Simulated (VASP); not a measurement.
All values below come from PBEsol GGA, VASP's PBE PAW potentials (set 64) (plane waves; VASP).

The input files of a VASP run:

**INCAR**
```
# general
SYSTEM =WAl
PREC   =Accurate
ENCUT  =400
LREAL  =.False.   # projection in real space or not
LASPH  =.True.

# electronic loop
EDIFF  =1E-7   # SCF stop (eV)
NELM   =100
ALGO   =Normal
LMAXMIX=6   # l cut-off of mixed one-centre charges

# smearing
ISMEAR =-5   # tetrahedra, Bloechl

# functional
GGA    =PS

# ions
ISIF   =2

# output
LWAVE  =.False.
LCHARG =.True.
LORBIT =11
NEDOS  =601
```

File POSCAR:
```
WAl
1
    0.0000000000     2.8720668209     2.8720668209
    2.8720668209     0.0000000000     2.8720668209
    2.8720668209     2.8720668209     0.0000000000
W Al
1 1
Direct
  0.0000000000   0.0000000000   0.0000000000
  0.2500000000   0.2500000000   0.2500000000
```

KPOINTS:
```
Automatic mesh
0
Gamma
12 12 12
0 0 0
```

POTCAR, in this order: W_sv Al (PBE.64 set). Program: vasp_std.

Output of the run:

File OSZICAR:
```
       N       E                     dE             d eps       ncg     rms          rms(c)
DAV:   1     0.729166120555E+02    0.72917E+02   -0.75543E+03  1816   0.111E+03
DAV:   2    -0.107937059900E+02   -0.83710E+02   -0.80739E+02  1980   0.278E+02
DAV:   3    -0.135726979368E+02   -0.27790E+01   -0.25591E+01  2212   0.442E+01
DAV:   4    -0.136352023607E+02   -0.62504E-01   -0.62161E-01  1892   0.647E+00
DAV:   5    -0.136364633926E+02   -0.12610E-02   -0.12502E-02  2240   0.961E-01    0.118E+01
DAV:   6    -0.126746988929E+02    0.96176E+00   -0.55971E+00  1796   0.172E+01    0.216E+00
DAV:   7    -0.126500011051E+02    0.24698E-01   -0.15051E-01  1876   0.338E+00    0.161E+00
DAV:   8    -0.126429349685E+02    0.70661E-02   -0.83548E-03  2072   0.836E-01    0.271E-01
DAV:   9    -0.126427800842E+02    0.15488E-03   -0.81195E-04  2032   0.250E-01    0.122E-01
DAV:  10    -0.126427625767E+02    0.17508E-04   -0.44735E-05  1924   0.473E-02    0.578E-02
DAV:  11    -0.126427618459E+02    0.73075E-06   -0.22801E-05  1984   0.319E-02    0.103E-02
DAV:  12    -0.126427623925E+02   -0.54656E-06   -0.19952E-06  1912   0.974E-03    0.187E-03
DAV:  13    -0.126427623475E+02    0.45012E-07   -0.35049E-08  1284   0.164E-03
   1 F= -.12642762E+02 E0= -.12642762E+02  d E =0.000000E+00
```

OUTCAR:
```
------------------------ aborting loop because EDIFF is reached ----------------------------------------
  FORCE on cell =-STRESS in cart. coord.  units (eV):
  Direction    XX          YY          ZZ          XY          YZ          ZX
  --------------------------------------------------------------------------------------
  Total        0.0023554      0.0023554      0.0023554      0.0000000      0.0000000      0.0000000
  in kB        0.0796457      0.0796457      0.0796457      0.0000000      0.0000000      0.0000000
  external PRESSURE =       0.0796457 kB  Pullay stress =       0.0000000 kB
  volume of cell :       47.38
      direct lattice vectors                 reciprocal lattice vectors
     0.000000000  2.872066821  2.872066821    -0.174090657  0.174090657  0.174090657
     2.872066821  0.000000000  2.872066821     0.174090657 -0.174090657  0.174090657
     2.872066821  2.872066821  0.000000000     0.174090657  0.174090657 -0.174090657
 POSITION                                       TOTAL-FORCE (eV/Angst)
 -----------------------------------------------------------------------------------
      0.00000      0.00000      0.00000         0.000000      0.000000      0.000000
      1.43603      1.43603      1.43603        -0.000000     -0.000000     -0.000000
 -----------------------------------------------------------------------------------
    total drift:                               -0.000000     -0.000000     -0.000000
  FREE ENERGIE OF THE ION-ELECTRON SYSTEM (eV)
  ---------------------------------------------------
  free  energy   TOTEN  =       -12.6427623475 eV

  energy  without entropy=      -12.6427623475  energy(sigma->0) =      -12.64276235

 total charge

# of ion       s       p       d       tot
------------------------------------------
    1        2.403   6.094   3.417  11.914
    2        0.493   0.450   0.000   0.943
--------------------------------------------------
tot          2.896   6.544   3.417  12.857
```
(Selected blocks of OUTCAR.)

For a metal the tetrahedron method with Blöchl corrections gives inexact stress and forces.

The structure was generated: WAl was put into the zinc blende type (F-43m), which need not be its known phase. It was relaxed first, which changed the volume by -32 %. The electron count is odd and the run is not spin-polarised, which forces a metal.
